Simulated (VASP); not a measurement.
Here is the system:

```xyz
12
Lattice="4.7422 0.0000 0.0000 0.0000 5.7629 0.0000 0.0000 0.0000 5.2607" Properties=species:S:1:pos:R:3 pbc="T T T"
Sn     2.3711     3.8382     3.9456
Sn     2.3711     1.9247     1.3152
Sn     0.0000     4.8061     1.3152
Sn     0.0000     0.9568     3.9456
O      3.4649     3.4919     0.4101
O      1.2774     2.2710     4.8506
O      3.6485     5.1524     3.0405
O      1.0938     0.6105     2.2202
O      1.0938     5.1524     4.8506
O      3.6485     0.6105     0.4101
O      1.2774     3.4919     2.2202
O      3.4649     2.2710     3.0405
```

Level of theory: PBEsol GGA, VASP's PBE PAW potentials (set 64) (plane waves; VASP). Numerical set-up: 520 eV cut-off, 5×5×5 Γ-centred mesh, tetrahedra with Blöchl corrections, potentials Sn_d O.

The cores are frozen, which limits the accuracy of field gradients.

### Question
Give the principal components of the electric field gradient (V/Å²) and the asymmetry η at each nucleus.

### Answer

```json
[
 {"atom": "Sn1", "Vxx": "21.4", "Vyy": "6.6", "Vzz": "-28.0", "η": "0.53"},
 {"atom": "Sn2", "Vxx": "21.4", "Vyy": "6.6", "Vzz": "-28.0", "η": "0.53"},
 {"atom": "Sn3", "Vxx": "21.4", "Vyy": "6.6", "Vzz": "-28.0", "η": "0.53"},
 {"atom": "Sn4", "Vxx": "21.4", "Vyy": "6.6", "Vzz": "-28.0", "η": "0.53"},
 {"atom": "O5", "Vxx": "74.2", "Vyy": "31.4", "Vzz": "-105.6", "η": "0.41"},
 {"atom": "O6", "Vxx": "74.2", "Vyy": "31.4", "Vzz": "-105.6", "η": "0.41"},
 {"atom": "O7", "Vxx": "74.2", "Vyy": "31.4", "Vzz": "-105.6", "η": "0.41"},
 {"atom": "O8", "Vxx": "74.2", "Vyy": "31.4", "Vzz": "-105.6", "η": "0.41"},
 {"atom": "O9", "Vxx": "74.2", "Vyy": "31.4", "Vzz": "-105.6", "η": "0.41"},
 {"atom": "O10", "Vxx": "74.2", "Vyy": "31.4", "Vzz": "-105.6", "η": "0.41"},
 {"atom": "O11", "Vxx": "74.2", "Vyy": "31.4", "Vzz": "-105.6", "η": "0.41"},
 {"atom": "O12", "Vxx": "74.2", "Vyy": "31.4", "Vzz": "-105.6", "η": "0.41"}
]
```

The structure comes from a computed database's SnO2 entry (Pbcn); how it stands against other phases isn't given here. It was relaxed first.
